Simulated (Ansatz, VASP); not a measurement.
# TiC: VASP beside Ansatz

Wanted: the spread between two codes on one cell, functional and k mesh. The cell is generated by rule, not measured, and may not be a known phase. The cell is taken from a series of runs on this material, whose earlier steps may have relaxed, scaled, displaced or heated it; both programs get it as it stands.

Program: Ansatz 0.2.0. Level of theory: plane waves, with VASP 6.6.1 beside it; single point at PBEsol. Results are calculated unless marked as measured.

The structure was built from a prototype and need not be the compound's stable phase.

## Step 1: The starting structure

Symmetry: P4/nmm, No. 129, tetragonal system. Conventional cell: a = 3.793 Å, b = 3.793 Å, c = 2.682 Å, α = 90.00°, β = 90.00°, γ = 90.00°. Ti has 8 C at 2.30 to 2.35 Å nearest. C has 8 Ti at 2.30 to 2.35 Å nearest. Farther neighbours are not listed.

## Step 2: VASP: single point, PBEsol, pair 1

With cell and atoms fixed, the geometry can't cause a difference; cores, projectors, grids and the points listed under the comparison can.

Lines of VASP's logs that name or quote its potential files are left out, and so is its time.

The input, INCAR:

```
SYSTEM = TiC
PREC = Accurate
ENCUT = 600
EDIFF = 1E-06
NELM = 120
ISMEAR = 1
SIGMA = 0.15
LREAL = .FALSE.
ALGO = Normal
GGA = PS
NBANDS = 22
LASPH = .TRUE.
LORBIT = 11
LWAVE = .FALSE.
LCHARG = .FALSE.
ISIF = 2
GGA_COMPAT = .FALSE.
KPAR = 2
```

The input, POSCAR:

```
TiC
1.0
   -2.6818219351      0.0000000000      0.0000000000
    0.0000000000     -2.6818219351     -2.6818219351
    0.0000000000     -2.6818219351      2.6818219351
Ti C
2 2
Direct
    0.0000000000      0.0000000000      0.0000000000
    0.0000000000      0.5000000000      0.5000000000
    0.4850847666      0.0000000000      0.5000000000
    0.5149152334      0.5000000000      0.0000000000
```

The input, KPOINTS:

```
Automatic mesh
0
Gamma
14 10 10
0 0 0
```

The projector-augmented-wave data sets are Ti_sv and C (PBE family, release 64).

Launch:

```sh
$ mpirun -np 2 vasp_std
```

Numbers of over 12 decimals in the logs are rounded to 6 here.

The log of the run:

```text
[banner, memory and clock lines left out]
running    2 mpi-ranks, on    1 nodes
 distrk:  each k-point on    1 cores,    2 groups
 distr:  one band on    1 cores,    1 groups

 POSCAR found type information on POSCAR TiC
 POSCAR found :  2 types and       4 ions
|                                                                             |
|               ----> ADVICE to this user running VASP <----                  |
|                                                                             |
|     You enforced a specific xc type in the INCAR file but a different       |
|     [... a line on the potential file left out ...]
|     I HOPE YOU KNOW WHAT YOU ARE DOING!                                     |
|                                                                             |

 LDA part: xc-table for (Slater+PW92), standard interpolation
 POSCAR, INCAR and KPOINTS ok, starting setup
 FFT: planning ... GRIDC
 FFT: planning ... GRID_SOFT
 FFT: planning ... GRID
 WAVECAR not read
 entering main loop
       N       E                     dE             d eps       ncg     rms          rms(c)
DAV:   1     0.362679888184E+03    0.36268E+03   -0.17494E+04  7400   0.197E+03
DAV:   2     0.699018328868E+00   -0.36198E+03   -0.34903E+03  7590   0.528E+02
DAV:   3    -0.437193833372E+02   -0.44418E+02   -0.40906E+02 13304   0.151E+02
DAV:   4    -0.455233458223E+02   -0.18040E+01   -0.17919E+01  9202   0.301E+01
DAV:   5    -0.456231792501E+02   -0.99833E-01   -0.99810E-01 11086   0.613E+00    0.244E+01
DAV:   6    -0.399523875770E+02    0.56708E+01   -0.11793E+02  9520   0.796E+01    0.161E+01
DAV:   7    -0.350147516173E+02    0.49376E+01   -0.28681E+01  9758   0.413E+01    0.706E+00
DAV:   8    -0.350015085846E+02    0.13243E-01   -0.70145E-01  8454   0.618E+00    0.581E+00
DAV:   9    -0.349921358965E+02    0.93727E-02   -0.86540E-01  9640   0.865E+00    0.205E+00
DAV:  10    -0.349497368772E+02    0.42399E-01   -0.27707E-01  9774   0.437E+00    0.470E-01
DAV:  11    -0.349518508147E+02   -0.21139E-02   -0.15726E-02  9996   0.931E-01    0.346E-01
DAV:  12    -0.349510343803E+02    0.81643E-03   -0.58595E-03  9616   0.522E-01    0.492E-02
DAV:  13    -0.349510004740E+02    0.33906E-04   -0.26834E-04 10116   0.175E-01    0.304E-02
DAV:  14    -0.349510026691E+02   -0.21951E-05   -0.32434E-05  9464   0.472E-02    0.467E-03
DAV:  15    -0.349510028463E+02   -0.17721E-06   -0.34646E-06  7428   0.124E-02
   1 F= -.34951003E+02 E0= -.34949117E+02  d E =-.565695E-02
```

Parts of OUTCAR (step 2):

```text
ion  position               nearest neighbor table
   1  0.000  0.000  0.000-   3 2.30   4 2.30   3 2.30   4 2.30   4 2.35   4 2.35   3 2.35   3 2.35
                             2 2.68   2 2.68   2 2.68   2 2.68
   2  0.000  0.500  0.500-   3 2.30   4 2.30   4 2.30   3 2.30   4 2.35   4 2.35   3 2.35   3 2.35
                             1 2.68   1 2.68   1 2.68   1 2.68
   3  0.485  0.000  0.500-   1 2.30   2 2.30   1 2.30   2 2.30   1 2.35   2 2.35   1 2.35   2 2.35

  LATTYP: Found a simple tetragonal cell.
 ALAT       =     3.7926689525
 C/A-ratio  =     0.7071067812

 Subroutine GETGRP returns: Found 16 space group operations
 (whereof  8 operations were pure point group operations)

The static configuration has the point symmetry D_2d.
 The point group associated with its full space group is D_4h.

 Found    168 irreducible k-points:

   k-points           NKPTS =    168   k-points in BZ     NKDIM =    168   number of bands    NBANDS=     22

   dimension x,y,z NGX =    24 NGY =   30 NGZ =   30
   dimension x,y,z NGXF=    48 NGYF=   60 NGZF=   60

   ENCUT  =  600.0 eV  44.10 Ry    6.64 a.u.   5.36  7.57  7.57*2*pi/ulx,y,z

   NELECT =      32.0000    total number of electrons

 k-points in reciprocal lattice and weights: Automatic mesh
   0.00000000  0.00000000  0.00000000       0.001
   0.07142857  0.00000000  0.00000000       0.001
   0.14285714  0.00000000  0.00000000       0.001
   0.21428571  0.00000000  0.00000000       0.001
   0.28571429  0.00000000  0.00000000       0.001
   0.35714286  0.00000000  0.00000000       0.001
   0.42857143  0.00000000  0.00000000       0.001
   0.50000000  0.00000000  0.00000000       0.001
   0.00000000  0.10000000  0.00000000       0.003
[...]
0.42857143  0.50000000  0.50000000       0.001
   0.50000000  0.50000000  0.50000000       0.001

 average (electrostatic) potential at core
       1 -69.8848       2 -69.8848       3 -44.0877       4 -44.0877

 E-fermi :  10.3318

 k-point     1 :       0.0000    0.0000    0.0000
  band No.  band energies     occupation
    ...
     11       7.0623      2.00000
     12       7.0623      2.00000
     13       8.6395      2.00000
     14       8.6615      2.00000
     15       9.6850      2.00000
     16      11.7650     -0.00000
     17      11.7650     -0.00000
     18      11.9002     -0.00000
     19      12.3044     -0.00000
     20      12.3044     -0.00000
    ...

 k-point     2 :       0.0714    0.0000    0.0000
  band No.  band energies     occupation
    ...
     11       6.8979      2.00000
     12       6.8979      2.00000
     13       8.5232      2.00000
     14       8.7031      2.00000
     15       9.8742      2.00014
     16      11.5740     -0.00000
     17      11.5740     -0.00000
     18      11.8402     -0.00000
     19      12.4384     -0.00000
     20      12.4487     -0.00000
    ...

 k-point     3 :       0.1429    0.0000    0.0000
  band No.  band energies     occupation
    ...
     10       0.6883      2.00000
     11       6.4872      2.00000
     12       6.4872      2.00000
     13       8.0777      2.00000
     14       8.8222      2.00000
     15      10.4263      0.13378
     16      11.0151     -0.00000
     17      11.0766     -0.00000
     18      11.0766     -0.00000
     19      11.9751     -0.00000
    ...

  Total       -0.1138498      0.1674361      0.1674361      0.0000000      0.0000000     -0.0000000
  in kB       -4.7284963      6.9540846      6.9540846      0.0000000      0.0000000     -0.0000000
  external PRESSURE =       3.0598910 kB  Pullay stress =       0.0000000 kB

  energy-cutoff  :      600.00
  volume of cell :       38.58
      direct lattice vectors                 reciprocal lattice vectors
    -2.681821935  0.000000000  0.000000000    -0.372880834  0.000000000  0.000000000
     0.000000000 -2.681821935 -2.681821935     0.000000000 -0.186440417 -0.186440417
     0.000000000 -2.681821935  2.681821935     0.000000000 -0.186440417  0.186440417

 POSITION                                       TOTAL-FORCE (eV/Angst)
 -----------------------------------------------------------------------------------
      0.00000      0.00000      0.00000         0.000000      0.000000     -0.000000
      0.00000     -2.68182      0.00000         0.000000      0.000000     -0.000000
     -1.30091     -1.34091      1.34091         0.184619      0.000000     -0.000000
     -1.38091     -1.34091     -1.34091        -0.184619     -0.000000      0.000000
 -----------------------------------------------------------------------------------
    total drift:                               -0.000000     -0.000000     -0.000000

  FREE ENERGIE OF THE ION-ELECTRON SYSTEM (eV)
  ---------------------------------------------------
  free  energy   TOTEN  =       -34.9510028463 eV

  energy  without entropy=      -34.9453459012  energy(sigma->0) =      -34.94911720

 total charge
# of ion       s       p       d       tot
------------------------------------------
    1        2.208   6.193   2.053  10.454
    2        2.208   6.193   2.053  10.454
    3        0.893   1.408   0.000   2.301
    4        0.893   1.408   0.000   2.301
--------------------------------------------------
tot          6.203  15.201   4.106  25.510

[... 3 further parts left out ...]
```

The run ends at a pressure of 0.31 GPa, with forces up to 0.18 eV/Å.

## Step 3: Ansatz: single point, PBEsol, pair 1

Ansatz runs on its default PAW (the set named soft_2) files.

The same cell, functional, mesh and smearing now go to Ansatz, which takes its cutoff from its data sets.

The input, input.yaml:

```yaml
crystal:
  lattice:
    - [-2.6818219351, 0.0, 0.0]
    - [0.0, -2.6818219351, -2.6818219351]
    - [0.0, -2.6818219351, 2.6818219351]
  atoms:
    - { symbol: Ti, position: [0.0, 1.0, 0.0] }
    - { symbol: Ti, position: [0.0, 0.5, 0.5] }
    - { symbol: C, position: [0.4850847666, 0.0, 0.5] }
    - { symbol: C, position: [0.5149152334, 0.5, 0.0] }
kpoints:
  mp_grid: { grid: [14, 10, 10] }
hamiltonian:
  xc: pbesol
scf:
  occupations: { method: methfessel_paxton, width: 0.15 }
output:
  forces: true
  stress: true
  eigenvalues: true
```

Launch:

```sh
$ ansatz run input.yaml --threads 4 --pin off --max-ram 7168MiB --backend cpu --events-out ev --progress --plain --runs-dir out
```

The log of the run:

```text
Engine: ansatz 0.2.0, aarch64-unknown-linux-gnu
Pseudopotentials: kind: paw
Pseudopotential: Ti, paw, valence charge 12, recommended cutoff 420 eV (normal), Ti.paw.azcp
Pseudopotential: C, paw, valence charge 4, recommended cutoff 420 eV (normal), C.paw.azcp
Functional definition: PBEsol
  exchange = pbesol_x
  correlation = pbesol_c
Crystal: 4 atoms, lattice volume = 38.576 Å³
Basis set: ecut = 420 eV, 761 PW (Γ), exchange–correlation on 36×54×54 points (8 copies of the dense FFT grid, shifted against one another)
Bands: 20, of which v1, the nominal top of the filled ones, is band 16 counted from 1 (15 counted from 0)
Symmetry: 16 space group operations
Space group: P4/nmm (ITA 129), of the structure as read, at distance tolerance 3.4e-5 Å
k-points: 168 of 1400
Non-local potential: Ti, projectors of the file, l = 0: 3, l = 1: 2, l = 2: 3, l = 3: 1
Non-local potential: C, projectors of the file, l = 0: 2, l = 1: 2, l = 2: 1
PAW form: soft (Blöchl's): semilocal exchange-correlation on the pseudo side does not see the compensation charge
PAW frozen core: Ti, regenerated for the run's functional, and the local potential with it (the file was generated under x = pbe(κ = 0.804, μ = 0.219515), c = pbe(β = 0.066725))
PAW frozen core: C, regenerated for the run's functional, and the local potential with it (the file was generated under x = pbe(κ = 0.804, μ = 0.219515), c = pbe(β = 0.066725))
PAW one-centre angular grid: Ti, 590 points (default); XC on 64 Gauss nodes
PAW one-centre angular grid: C, 110 points (default); XC on 64 Gauss nodes
Initial density: superposition of atomic densities (neutral atoms: chi_scale 0, normalization atom), corrected by the library's trained network
Initial wavefunctions: pseudopotential atomic-orbital guess
Functional: x = pbesol(κ = 0.804, μ = 0.123457), c = pbesol(β = 0.046)
SCF iter   1: F=—  HF=-5440.181671 eV  |F-HF|=—  |Δ(HF+E_count)|=         —  Δρ=1.33e-2  dr2=8.65e-2  ethr=1.77e-3  ⟨swp⟩=4.2  Hψ=13208  notcnv=0
preconditioner: auto → Kerker (q_TF=auto, 2.645 Å⁻¹)  [metal: Δε(μ)=0.006 eV  Ē_g=6.096 eV  σ=0.150 eV  W_gap=0.03  n_scr=10 (ndim 8)  ℏωp=23.9 eV  f_vac=0.000  D(μ)=6.15/eV (n_scr^D=104)]
SCF iter   2: F=—  HF=-5440.169542 eV  |F-HF|=—  |Δ(HF+E_count)|=   1.21e-2  S|Δr|=    0.00e0  Δρ=5.71e-3  dr2=1.43e-2  ethr=2.70e-4  ⟨swp⟩=1.0  Hψ=4704  notcnv=0
SCF iter   3: F=—  HF=-5440.167503 eV  |F-HF|=—  |Δ(HF+E_count)|=   2.04e-3  S|Δr|=    0.00e0  Δρ=1.05e-3  dr2=1.45e-4  ethr=4.47e-5  ⟨swp⟩=2.0  Hψ=4284  notcnv=0
SCF iter   4: F=—  HF=-5440.167552 eV  |F-HF|=—  |Δ(HF+E_count)|=   4.93e-5  S|Δr|=    0.00e0  Δρ=1.49e-4  dr2=3.93e-6  ethr=4.52e-7  ⟨swp⟩=1.5  Hψ=3469  notcnv=0
SCF iter   5: F=—  HF=-5440.167576 eV  |F-HF|=—  |Δ(HF+E_count)|=   2.40e-5  S|Δr|=    0.00e0  Δρ=3.49e-5  dr2=3.35e-7  ethr=1.23e-8  ⟨swp⟩=2.7  Hψ=5980  notcnv=0
SCF iter   6: F=-5440.167576 eV  HF=-5440.167576 eV  |F-HF|=3.27e-8  |Δ(HF+E_count)|=   1.81e-8  S|Δr|=    0.00e0  Δρ=8.89e-6  dr2=4.33e-8  ethr=3.13e-10  ⟨swp⟩=4.6  Hψ=12066  notcnv=0
the search or the solves at the SCF's close seem to have found levels that the self-consistency loop had missed (the run counts 1). By its estimate they hold under 1e-12 electrons; where the run keeps them, the occupations were computed again with them
SCF 1 converged in 6 iterations: F = -5440.167576 eV  dr2 = 4.33e-8
  greatest PAW one-centre occupation: 0.999 electrons in one spin orbital (limit 2), on the Ti atom at site 1 (counted from 0), in its partial waves of l = 0
SCF converged after 6 iterations
Stability not checked: this state was not tested for a lower state beside it, because cold or Methfessel-Paxton smearing, or corrected tetrahedra, fill the levels in a way that the test cannot read (fill_not_monotonic; see scf.lower_state_search)
Free energy (F): -5440.167576 eV
Harris-Foulkes:  -5440.167576 eV  (|F-HF|=3.27e-8)
Internal energy: -5440.161874 eV  (E = F + TS)
E sigma→0 (E₀):  -5440.166151 eV
Entropy (-TS):   -0.005702 eV (-1.426 meV/atom)
Fermi energy:    15.898265 eV
Step filling:    the computed levels leave a gap of 0.0007 eV = 0.0 smearing widths at the electron count; against every level under it full and every level over it empty, smearing changes F+E_penalty+E_count by -2.378 meV and its σ→0 estimate by -0.952 meV
--- Per-component energies (eV) ---
  E_band       = -179.994340
  E_kinetic    = 724.434709
  E_local      = -1461.881184  (includes V_loc(G=0)·N_el)
  E_nonlocal   = 71.379154
  E_hartree    = 602.390116
  E_xc         = -291.857301
  E_vxc        = -365.831441  (∫ρ·V_xc dr)
  E_paw        = -2234.290444  (= ΣΔE_a)
  E_vpaw       = -352.879993  (= ΣTr[D̂ρ^β])
  E_aug_tail   = 0.000163  (compensation charges beyond the density's cutoff)
  E_ewald      = -2850.658058
  E_core_change = 0.320970  (= ΣΔE_core)
  E_smearing   = -0.005702  (= −TS)
  E_closure    = 0.000000  (closes the sum)
  Σ components = -5440.167576   (vs F -5440.167576, Δ=0.00e0)
--- Forces (eV/Å), atoms counted from 1 ---
  atom   1  Ti     0.00000000     0.00000000    -0.00000000
  atom   2  Ti     0.00000000     0.00000000     0.00000000
  atom   3  C      0.18583260    -0.00000000    -0.00000000
  atom   4  C     -0.18583260     0.00000000     0.00000000
  max |Σ_I F_I| component: 5.55e-17 eV/Å
--- Stress (GPa, compression-positive) ---
       -0.691150       0.000000       0.000000
        0.000000       0.458953       0.000000
       -0.000000       0.000000       0.458953
  P = ⅓ Tr σ = 0.0756 GPa (0.756 kbar)
--- Band table (eV; the first three rows and the last of 168) ---
  k-point 0: bands = [... 12 lower, 14.2044, 14.2262, 15.2557, 17.3303, 17.3303, 17.4628, 17.8761, 17.8761]
  k-point 1: bands = [... 12 lower, 14.1598, 14.2040, 15.4402, 16.9985, 17.2164, 17.4184, 17.4320, 17.9206]
  k-point 2: bands = [... 12 lower, 13.9858, 14.1325, 15.7747, 16.3660, 16.7606, 16.8221, 17.6463, 18.0578]
  k-point 167: bands = [... 12 lower, 12.6272, 12.6272, 15.2392, 15.2392, 17.7457, 17.7457, 17.7495, 17.7495]
```

The run ends at a pressure of 0.08 GPa, with forces up to 0.19 eV/Å.

## Step 4: Differences

Known differences besides the potentials themselves: the cutoff is 420 eV in Ansatz and 600 eV in VASP; Ansatz makes its cores anew for this functional, VASP keeps those of its PBE data sets. Total energies have different zeros and are not compared.

Both answers:

| quantity | Ansatz | VASP | difference |
| --- | --- | --- | --- |
| pressure (GPa) | 0.08 | 0.31 | -0.23 |

Forces (eV/Å; atoms numbered as in POSCAR):

| atom | Ansatz x, y, z | VASP x, y, z |
| --- | --- | --- |
| Ti1 | 0.000, 0.000, 0.000 | 0.000, 0.000, 0.000 |
| Ti2 | 0.000, 0.000, 0.000 | 0.000, 0.000, 0.000 |
| C3 | 0.186, 0.000, 0.000 | 0.185, 0.000, 0.000 |
| C4 | -0.186, 0.000, 0.000 | -0.185, 0.000, 0.000 |

The forces differ by 0.5 meV/Å r.m.s., which is 0.7 % of the r.m.s. force of 0.075 eV/Å (both taken over all components).

## Step 5: VASP: single point, PBEsol, pair 2

A single point gives forces, pressure and levels at one fixed geometry, so differences don't come from the geometry; what else differs is listed under the comparison.

INCAR is that of step 2.

Edit POSCAR of step 2 so:

```diff
@@ -10,3 +10,3 @@
     0.0000000000      0.5000000000      0.5000000000
-    0.4850847666      0.0000000000      0.5000000000
-    0.5149152334      0.5000000000      0.0000000000
+    0.4701695333      0.0000000000      0.5000000000
+    0.5298304667      0.5000000000      0.0000000000
```

KPOINTS is that of step 2.

Launch:

```sh
$ mpirun -np 2 vasp_std
```

The log of the run:

```text
[banner, memory and clock lines left out]
running    2 mpi-ranks, on    1 nodes
[...]
[... a notice as in an earlier step ...]

 LDA part: xc-table for (Slater+PW92), standard interpolation
 POSCAR, INCAR and KPOINTS ok, starting setup
[...]
entering main loop
       N       E                     dE             d eps       ncg     rms          rms(c)
DAV:   1     0.362798806289E+03    0.36280E+03   -0.17495E+04  7400   0.197E+03
DAV:   2     0.650602772775E+00   -0.36215E+03   -0.34912E+03  7602   0.528E+02
DAV:   3    -0.437584194117E+02   -0.44409E+02   -0.40953E+02 13328   0.151E+02
DAV:   4    -0.455520485627E+02   -0.17936E+01   -0.17823E+01  9194   0.301E+01
[...]
DAV:  13    -0.349747750210E+02    0.36739E-04   -0.28671E-04 10042   0.177E-01    0.235E-02
DAV:  14    -0.349747762892E+02   -0.12681E-05   -0.25198E-05  9624   0.466E-02    0.593E-03
DAV:  15    -0.349747758907E+02    0.39851E-06   -0.32458E-06  7746   0.129E-02
   1 F= -.34974776E+02 E0= -.34973410E+02  d E =-.409794E-02
```

Parts of OUTCAR (step 5):

```text
  Total       -0.5102978      0.5296195      0.5296195     -0.0000000      0.0000000      0.0000000
  in kB      -21.1940746     21.9965588     21.9965588     -0.0000000      0.0000000      0.0000000
  external PRESSURE =       7.5996810 kB  Pullay stress =       0.0000000 kB

 POSITION                                       TOTAL-FORCE (eV/Angst)
 -----------------------------------------------------------------------------------
      0.00000      0.00000      0.00000         0.000000      0.000000      0.000000
      0.00000     -2.68182      0.00000         0.000000      0.000000      0.000000
     -1.26091     -1.34091      1.34091         0.418682     -0.000000     -0.000000
     -1.42091     -1.34091     -1.34091        -0.418682      0.000000      0.000000
 -----------------------------------------------------------------------------------
    total drift:                                0.000000     -0.000000      0.000000

  FREE ENERGIE OF THE ION-ELECTRON SYSTEM (eV)
  ---------------------------------------------------
  free  energy   TOTEN  =       -34.9747758907 eV

  energy  without entropy=      -34.9706779485  energy(sigma->0) =      -34.97340991

[... 2 parts as in an earlier step ...]

[... 1 further part left out ...]
[key lines of the parts left out:]
E-fermi :  10.3060
```

The run ends at a pressure of 0.76 GPa, with forces up to 0.42 eV/Å.

(Continued in part 2 of 2.)

[Lines on the potential files, build, host, timing and source positions are cut from VASP's logs without a mark.]

[Logs are printed without paths, hosts, clocks, repeated set-up lines and the standing remarks that a program may print on its own settings, such as how far it seeks lower states.]

[Hosts, paths, dates, database ids (printed as entryN), source tags and the programs' standing remarks are cut or masked in the printed files.]
